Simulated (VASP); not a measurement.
Method: LDA (Ceperley-Alder, Perdew-Zunger), VASP's LDA PAW potentials (set 64) (plane waves; VASP).

The input files of a VASP run:

INCAR:
```
! general
SYSTEM  = LiCl
PREC    = Accurate
ENCUT   = 620
LREAL   = F
LASPH   = T

! electronic loop
EDIFF   = 1E-6
NELM    = 100
ALGO    = Normal

! smearing
ISMEAR  = 0
SIGMA   = 0.05

! ions
IBRION  = 2
NSW     = 40
ISIF    = 3
EDIFFG  = -0.02
PSTRESS = 50

! output
LWAVE   = F
LCHARG  = F
```

### KPOINTS
```
Automatic mesh
0
Gamma
9 9 9
0 0 0
```

**POSCAR**
```
LiCl
1.0
  0.0000000000   2.4807355413   2.4807355413
  2.4807355413   0.0000000000   2.4807355413
  2.4807355413   2.4807355413   0.0000000000
Li Cl
1 1
direct
  0.0000000000   0.0000000000   0.0000000000
  0.5000000000   0.5000000000   0.5000000000
```

POTCAR, in this order: Li_sv Cl (LDA.64 set). Program: vasp_std.

Output

OSZICAR:
```
       N       E                     dE             d eps       ncg     rms          rms(c)
DAV:   1     0.431658427328E+02    0.43166E+02   -0.48385E+03   630   0.118E+03
DAV:   2    -0.631553434518E+01   -0.49481E+02   -0.48272E+02   900   0.173E+02
DAV:   3    -0.812451583976E+01   -0.18090E+01   -0.18069E+01   740   0.380E+01
DAV:   4    -0.816536629971E+01   -0.40850E-01   -0.40778E-01  1025   0.559E+00
DAV:   5    -0.816560328883E+01   -0.23699E-03   -0.23697E-03   794   0.409E-01    0.253E+00
DAV:   6    -0.810327405750E+01    0.62329E-01   -0.12582E-01   719   0.198E+00    0.175E+00
DAV:   7    -0.809582621070E+01    0.74478E-02   -0.37571E-02   917   0.116E+00    0.831E-01
DAV:   8    -0.809573000600E+01    0.96205E-04   -0.34027E-03   934   0.490E-01    0.110E-01
DAV:   9    -0.809571198464E+01    0.18021E-04   -0.17466E-04   763   0.101E-01    0.337E-02
DAV:  10    -0.809571841924E+01   -0.64346E-05   -0.10861E-05   786   0.300E-02    0.837E-03
DAV:  11    -0.809571826406E+01    0.15518E-06   -0.13997E-06   432   0.106E-02
   1 F= -.71428545E+01 E0= -.71428545E+01  d E =-.714285E+01
       N       E                     dE             d eps       ncg     rms          rms(c)
DAV:   1    -0.831179802152E+01   -0.21608E+00   -0.47939E+00   638   0.175E+01    0.344E+00
DAV:   2    -0.810446478712E+01    0.20733E+00   -0.54937E-01   761   0.546E+00    0.114E+00
DAV:   3    -0.807779837912E+01    0.26666E-01   -0.10097E-01   661   0.212E+00    0.739E-01
DAV:   4    -0.807589108505E+01    0.19073E-02   -0.27266E-03  1085   0.446E-01    0.131E-01
DAV:   5    -0.807580694098E+01    0.84144E-04   -0.27839E-04   825   0.140E-01    0.374E-02
DAV:   6    -0.807580320799E+01    0.37330E-05   -0.90663E-06   780   0.308E-02    0.133E-02
DAV:   7    -0.807580306616E+01    0.14183E-06   -0.16098E-06   505   0.116E-02
   2 F= -.71871870E+01 E0= -.71871870E+01  d E =-.443326E-01
       N       E                     dE             d eps       ncg     rms          rms(c)
DAV:   1    -0.809036340214E+01   -0.14560E-01   -0.68994E-01   644   0.659E+00    0.127E+00
DAV:   2    -0.806086930093E+01    0.29494E-01   -0.79258E-02   766   0.207E+00    0.438E-01
DAV:   3    -0.805689671016E+01    0.39726E-02   -0.14860E-02   656   0.819E-01    0.269E-01
DAV:   4    -0.805662943999E+01    0.26727E-03   -0.38770E-04  1083   0.168E-01    0.486E-02
DAV:   5    -0.805661758117E+01    0.11859E-04   -0.40454E-05   833   0.534E-02    0.144E-02
DAV:   6    -0.805661704106E+01    0.54012E-06   -0.11627E-06   661   0.117E-02
   3 F= -.71915266E+01 E0= -.71915266E+01  d E =-.486721E-01
```

OUTCAR:
```
------------------------ aborting loop because EDIFF is reached ----------------------------------------
  FORCE on cell =-STRESS in cart. coord.  units (eV):
  Direction    XX          YY          ZZ          XY          YZ          ZX
  --------------------------------------------------------------------------------------
  Total        0.8454521      0.8454521      0.8454521     -0.0000000      0.0000000     -0.0000000
  in kB       48.8649515     48.8649515     48.8649515     -0.0000000      0.0000000     -0.0000000
  external PRESSURE =      -1.1350485 kB  Pullay stress =      50.0000000 kB
  volume of cell :       27.72
      direct lattice vectors                 reciprocal lattice vectors
    -0.000000000  2.402097894  2.402097894    -0.208151384  0.208151384  0.208151384
     2.402097894  0.000000000  2.402097894     0.208151384 -0.208151384  0.208151384
     2.402097894  2.402097894 -0.000000000     0.208151384  0.208151384 -0.208151384
  FREE ENERGIE OF THE ION-ELECTRON SYSTEM (eV)
  ---------------------------------------------------
  free  energy   TOTEN  =        -8.0566170411 eV

  energy  without entropy=       -8.0566170411  energy(sigma->0) =       -8.05661704
  enthalpy is  TOTEN    =        -7.1915265770 eV   P V=        0.8650904641

 reached required accuracy - stopping structural energy minimisation
```
(Selected blocks of OUTCAR.)

CONTCAR:
```
LiCl
   1.00000000000000
    -0.0000000000000000    2.4020978936284592    2.4020978936284592
     2.4020978936284592    0.0000000000000000    2.4020978936284592
     2.4020978936284592    2.4020978936284592   -0.0000000000000000
  Li              Cl
     1     1
Direct
     0.0000000000000000    0.0000000000000000    0.0000000000000000
     0.5000000000000000    0.5000000000000000    0.5000000000000000
```

Energy and stress use the plane-wave basis of the starting cell.

The compound is LiCl in the rock salt structure. This run relaxes it under an external pressure of 5 GPa. Symmetry was kept, so distortions that lower it aren't found.
